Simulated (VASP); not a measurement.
Data:

```yaml
crystal:
  lattice:
    - [0.00000, 2.38921, 2.38921]
    - [2.38921, 0.00000, 2.38921]
    - [2.38921, 2.38921, 0.00000]
  atoms:
    - { symbol: B, position: [0.00000, 0.00000, 0.00000] }
    - { symbol: As, position: [0.25000, 0.25000, 0.25000] }
```

All values below come from SCAN meta-GGA, VASP's PBE PAW potentials (set 64) (plane waves; VASP 6.6.1). Settings: 650 eV cut-off, 9×9×9 Γ-centred mesh, Gaussian smearing of 0.050 eV, potentials B As.

**Question.** Give the elastic stiffness tensor with the ions relaxed (GPa, in the frame of the cell).

**Answer.** 
|  | xx | yy | zz | yz | xz | xy |
|---|---|---|---|---|---|---|
| xx | 294 | 71.5 | 71.5 | 0.0 | 0.0 | 0.0 |
| yy | 71.5 | 294 | 71.5 | 0.0 | 0.0 | 0.0 |
| zz | 71.5 | 71.5 | 294 | 0.0 | 0.0 | 0.0 |
| yz | 0.0 | 0.0 | 0.0 | 159 | 0.0 | 0.0 |
| xz | 0.0 | 0.0 | 0.0 | 0.0 | 159 | 0.0 |
| xy | 0.0 | 0.0 | 0.0 | 0.0 | 0.0 | 159 |

**Question.** What does the run give for the Hill bulk modulus, Hill shear modulus, Young's modulus, Poisson's ratio?

**Answer.** 
```yaml
hill_bulk_modulus: 146 GPa
hill_shear_modulus: 138 GPa
Young's modulus: 3150 kbar
Poisson's ratio: 0.140
```

The structure comes from a measured BAs entry (F-43m) of the Crystallography Open Database, whose conditions weren't checked. It was relaxed first.
